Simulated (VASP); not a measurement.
Input for VASP

### KPOINTS
```
Automatic mesh
0
Gamma
7 7 7
0 0 0
```

POSCAR:
```
PbSe
1
    0.0000000000     3.0600000000     3.0600000000
    3.0600000000     0.0000000000     3.0600000000
    3.0600000000     3.0600000000     0.0000000000
Pb Se
1 1
Direct
  0.0000000000   0.0000000000   0.0000000000
  0.5000000000   0.5000000000   0.5000000000
```

INCAR:
```
# general
SYSTEM =PbSe
PREC   =Accurate
ENCUT  =520
LREAL  =.False.
LASPH  =.True.

# electronic loop
EDIFF  =1E-6
NELM   =100   # most electronic steps
ALGO   =Normal
LMAXMIX=4   # l cut-off of mixed one-centre charges
LMIXTAU=.True.

# smearing
ISMEAR =0   # Gaussian
SIGMA  =0.05   # width (eV)

# functional
METAGGA=R2SCAN

# ions
IBRION =2   # conjugate gradients
NSW    =60
ISIF   =3
EDIFFG =-0.01   # ionic stop

# output
LWAVE  =.False.
LCHARG =.False.
```

POTCAR, in this order: Pb_d Se (PBE.64 set). Program: vasp_std.

Translate this r2SCAN calculation to Ansatz.

One equivalent input (not run):
Ansatz 0.2 input:
```yaml
crystal:
  lattice:
    - [0.0000000, 3.0600000, 3.0600000]
    - [3.0600000, 0.0000000, 3.0600000]
    - [3.0600000, 3.0600000, 0.0000000]
  atoms:
    - { symbol: Pb, position: [0.0000000, 0.0000000, 0.0000000] }
    - { symbol: Se, position: [0.5000000, 0.5000000, 0.5000000] }
kpoints:
  mp_grid: { grid: [7, 7, 7] }
hamiltonian:
  xc: r2scan
  pseudopotentials: { kind: paw }
scf:
  occupations: { method: gaussian, width: 0.05 }
  max_iter: 100
relax:
  max_steps: 60
  f_tol: 0.01
  cell: {}
output: { forces: true, stress: true, eigenvalues: true }
```
Limits of the translation: each code has its own PAW files, so the cut-off isn't converted (ENCUT is set for VASP's; basis.ecutwfc is left out, and Ansatz then takes the one that its files recommend); Ansatz stops its SCF on the density residual and VASP on the energy change (EDIFF).

The compound is PbSe in the rock salt structure. This run relaxes it. Symmetry was kept, so distortions that lower it aren't found.
